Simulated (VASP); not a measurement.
Output of a VASP run:

File OUTCAR:
```
 ion  position               nearest neighbor table
   1  0.333  0.667  0.250-   2 2.91   2 2.91   2 2.91   2 2.91   2 2.91   2 2.91
   2  0.667  0.333  0.750-   1 2.91   1 2.91   1 2.91   1 2.91   1 2.91   1 2.91
  LATTYP: Found a hexagonal cell.
 ALAT       =     2.6600003689
 C/A-ratio  =     1.8609019976
 Subroutine PRICEL returns:
 Original cell was already a primitive cell.
 Subroutine GETGRP returns: Found 24 space group operations
The static configuration has the point symmetry D_3d.
 The point group associated with its full space group is D_6h.
The dynamic configuration has the point symmetry D_3d.
 Subroutine INISYM returns: Found 24 space group operations
 Subroutine IBZKPT returns following result:
 Found     96 irreducible k-points:

 Following reciprocal coordinates:
            Coordinates               Weight
  0.000000  0.000000  0.000000      1.000000
  0.071429 -0.000000  0.000000      6.000000
  0.142857 -0.000000  0.000000      6.000000
  0.214286 -0.000000  0.000000      6.000000
  0.285714  0.000000  0.000000      6.000000
  0.357143 -0.000000  0.000000      6.000000
  0.428571 -0.000000  0.000000      6.000000
  0.500000 -0.000000  0.000000      3.000000
  0.071429  0.071429  0.000000      6.000000
  0.142857  0.071429  0.000000     12.000000
  0.214286  0.071429  0.000000     12.000000
  0.285714  0.071429  0.000000     12.000000
  0.357143  0.071429  0.000000     12.000000
  0.428571  0.071429  0.000000     12.000000
  0.142857  0.142857  0.000000      6.000000
  0.214286  0.142857  0.000000     12.000000
  0.285714  0.142857  0.000000     12.000000
  0.357143  0.142857  0.000000     12.000000
  0.428571  0.142857  0.000000      6.000000
  0.214286  0.214286  0.000000      6.000000
  0.285714  0.214286  0.000000     12.000000
  0.357143  0.214286  0.000000     12.000000
  0.285714  0.285714  0.000000      6.000000
  0.357143  0.285714  0.000000      6.000000
  0.000000  0.000000  0.142857      2.000000
  0.071429 -0.000000  0.142857     12.000000
  0.142857 -0.000000  0.142857     12.000000
  0.214286 -0.000000  0.142857     12.000000
  0.285714  0.000000  0.142857     12.000000
  0.357143 -0.000000  0.142857     12.000000
  0.428571 -0.000000  0.142857     12.000000
  0.500000 -0.000000  0.142857      6.000000
  0.071429  0.071429  0.142857     12.000000
  0.142857  0.071429  0.142857     24.000000
  0.214286  0.071429  0.142857     24.000000
  0.285714  0.071429  0.142857     24.000000
  0.357143  0.071429  0.142857     24.000000
  0.428571  0.071429  0.142857     24.000000
  0.142857  0.142857  0.142857     12.000000
  0.214286  0.142857  0.142857     24.000000
   k-points           NKPTS =     96   k-points in BZ     NKDIM =     96   number of bands    NBANDS=     16
   number of dos      NEDOS =    301   number of ions     NIONS =      2
   total plane-waves  NPLWV =  16000
   dimension x,y,z NGX =    20 NGY =   20 NGZ =   40
   dimension x,y,z NGXF=    40 NGYF=   40 NGZF=   80
   ions per type =               2
   PREC   = accura    normal or accurate (medium, high low for compatibility)
   ISTART =      0    job   : 0-new  1-cont  2-samecut
   ICHARG =      2    charge: 1-file 2-atom 10-const
   ISPIN  =      1    spin polarized calculation?
   LNONCOLLINEAR =      F non collinear calculations
   LSORBIT =      F    spin-orbit coupling
   INIWAV =      1    electr: 0-lowe 1-rand  2-diag
   ENCUT  =  520.0 eV  38.22 Ry    6.18 a.u.   4.95  4.95  9.20*2*pi/ulx,y,z
   NELM   =    100;   NELMIN=  2; NELMDL= -5     # of ELM steps
   EDIFF  = 0.1E-05   stopping-criterion for ELM
   LREAL  =      F    real-space projection
   NLSPLINE    = F    spline interpolate recip. space projectors
   LMAXMIX     =    4 max onsite mixed and CHGCAR
   VOSKOWN=      0    Vosko Wilk Nusair interpolation
   EDIFFG = -.1E-01   stopping-criterion for IOM
   NSW    =     60    number of steps for IOM
...
```

### OSZICAR
```
...
DAV:   5    -0.218096786342E+01   -0.32484E-06   -0.10270E-05  3392   0.527E-02    0.434E-03
DAV:   6    -0.218096769583E+01    0.16759E-06   -0.18656E-06  1648   0.293E-02
   7 F= -.30476761E+01 E0= -.30476686E+01  d E =-.815742E-02
       N       E                     dE             d eps       ncg     rms          rms(c)
DAV:   1    -0.218189165339E+01   -0.92379E-03   -0.11950E-02  3584   0.114E+00    0.158E-01
DAV:   2    -0.218152584704E+01    0.36581E-03   -0.68345E-04  3880   0.568E-01    0.905E-02
DAV:   3    -0.218134628078E+01    0.17957E-03   -0.14248E-04  4392   0.220E-01    0.261E-02
DAV:   4    -0.218133539727E+01    0.10884E-04   -0.32091E-05  4328   0.815E-02    0.667E-03
DAV:   5    -0.218133573037E+01   -0.33310E-06   -0.45585E-06  2864   0.352E-02
   8 F= -.30477319E+01 E0= -.30477304E+01  d E =-.821321E-02
       N       E                     dE             d eps       ncg     rms          rms(c)
DAV:   1    -0.218100114351E+01    0.33425E-03   -0.18658E-02  3072   0.278E+00    0.295E-01
DAV:   2    -0.217949416674E+01    0.15070E-02   -0.58371E-03  3144   0.177E+00    0.971E-02
DAV:   3    -0.217935323473E+01    0.14093E-03   -0.96307E-05  3912   0.164E-01    0.532E-02
DAV:   4    -0.217928990164E+01    0.63333E-04   -0.13643E-05  4312   0.749E-02    0.268E-03
DAV:   5    -0.217928985749E+01    0.44143E-07   -0.23781E-06  2688   0.175E-02
   9 F= -.30476368E+01 E0= -.30476306E+01  d E =0.951546E-04
       N       E                     dE             d eps       ncg     rms          rms(c)
DAV:   1    -0.218183939497E+01   -0.25495E-02   -0.10902E-02  3072   0.213E+00    0.223E-01
DAV:   2    -0.218096815924E+01    0.87124E-03   -0.33183E-03  3144   0.133E+00    0.739E-02
DAV:   3    -0.218088500776E+01    0.83151E-04   -0.50892E-05  3880   0.116E-01    0.404E-02
DAV:   4    -0.218084992847E+01    0.35079E-04   -0.76225E-06  4008   0.566E-02    0.188E-03
DAV:   5    -0.218085030755E+01   -0.37908E-06   -0.15502E-06  2256   0.145E-02
  10 F= -.30477158E+01 E0= -.30477132E+01  d E =0.161125E-04
       N       E                     dE             d eps       ncg     rms          rms(c)
DAV:   1    -0.218121861945E+01   -0.36869E-03   -0.48541E-04  3072   0.449E-01    0.472E-02
DAV:   2    -0.218117935361E+01    0.39266E-04   -0.14779E-04  3168   0.281E-01    0.156E-02
DAV:   3    -0.218117539664E+01    0.39570E-05   -0.22551E-06  2104   0.252E-02    0.853E-03
DAV:   4    -0.218117396399E+01    0.14326E-05   -0.38758E-07  1976   0.139E-02    0.303E-04
DAV:   5    -0.218117401728E+01   -0.53286E-07   -0.24375E-07  1536   0.683E-03
  11 F= -.30477270E+01 E0= -.30477252E+01  d E =0.492903E-05
       N       E                     dE             d eps       ncg     rms          rms(c)
DAV:   1    -0.218128273966E+01   -0.10878E-03   -0.49841E-05  3072   0.144E-01    0.154E-02
DAV:   2    -0.218127849262E+01    0.42470E-05   -0.15830E-05  3264   0.921E-02    0.495E-03
DAV:   3    -0.218127804613E+01    0.44648E-06   -0.23991E-07  1536   0.829E-03
  12 F= -.30477301E+01 E0= -.30477285E+01  d E =0.181482E-05
       N       E                     dE             d eps       ncg     rms          rms(c)
DAV:   1    -0.218130818662E+01   -0.29694E-04   -0.40582E-06  3000   0.392E-02    0.439E-03
DAV:   2    -0.218130781848E+01    0.36813E-06   -0.11978E-06  1568   0.255E-02
  13 F= -.30477309E+01 E0= -.30477294E+01  d E =0.992061E-06
```

File OUTCAR:
```
------------------------ aborting loop because EDIFF is reached ----------------------------------------
 Edisp (eV)   -0.86642
  FORCE on cell =-STRESS in cart. coord.  units (eV):
  Direction    XX          YY          ZZ          XY          YZ          ZX
  --------------------------------------------------------------------------------------
  Total       0.01636     0.01636     0.01777     0.00000     0.00000     0.00000
  in kB       0.92640     0.92640     1.00639     0.00000     0.00000     0.00000
  external pressure =        0.95 kB  Pullay stress =        0.00 kB
  volume of cell :       28.29
      direct lattice vectors                 reciprocal lattice vectors
     1.325440839 -2.295731297  0.000000000     0.377232982 -0.217795524  0.000000000
     1.325440839  2.295731297 -0.000000000     0.377232982  0.217795524  0.000000000
    -0.000000000 -0.000000000  4.647903543     0.000000000  0.000000000  0.215150764
 POSITION                                       TOTAL-FORCE (eV/Angst)
 -----------------------------------------------------------------------------------
      1.32544      0.76525      1.16198         0.000000      0.000000      0.000000
      1.32544     -0.76525      3.48593        -0.000000     -0.000000     -0.000000
 -----------------------------------------------------------------------------------
    total drift:                                0.000000      0.000068      0.000004
  FREE ENERGIE OF THE ION-ELECTRON SYSTEM (eV)
  ---------------------------------------------------
  free  energy   TOTEN  =        -3.0477309308 eV

  energy  without entropy=       -3.0477263715  energy(sigma->0) =       -3.04772941

 reached required accuracy - stopping structural energy minimisation
```
(Selected blocks of OUTCAR.)

POSCAR:
```
Zn
1
    1.3300000000    -2.3036280000     0.0000000000
    1.3300000000     2.3036280000     0.0000000000
    0.0000000000     0.0000000000     4.9500000000
Zn
2
Direct
  0.3333330000   0.6666670000   0.2500000000
  0.6666670000   0.3333330000   0.7500000000
```

Write an INCAR and KPOINTS that could have produced this output.

This is not unique; one that fits is the input of the run itself, PBE GGA with D3 dispersion (Becke-Johnson damping), plane waves, VASP's PBE PAW potentials (set 64).

KPOINTS:
```
Automatic mesh
0
Gamma
14 14 7
0 0 0
```

**INCAR**
```
! general
SYSTEM =Zn
PREC   =Accurate
ENCUT  =520
LREAL  =.FALSE.
LASPH  =.TRUE.

! electronic loop
EDIFF  =1E-6
NELM   =100
ALGO   =Normal
LMAXMIX=4

! smearing
ISMEAR =1
SIGMA  =0.1

! functional
GGA    =PE
IVDW   =12

! ions
IBRION =2
NSW    =60
ISIF   =3
EDIFFG =-0.01

! output
LWAVE  =.FALSE.
LCHARG =.FALSE.
```

POTCAR, in this order: Zn (PBE.64 set). Program: vasp_std.

Energy and stress use the plane-wave basis of the starting cell.

The compound is Zn in the hcp structure. This run relaxes it. Symmetry was kept, so distortions that lower it aren't found.
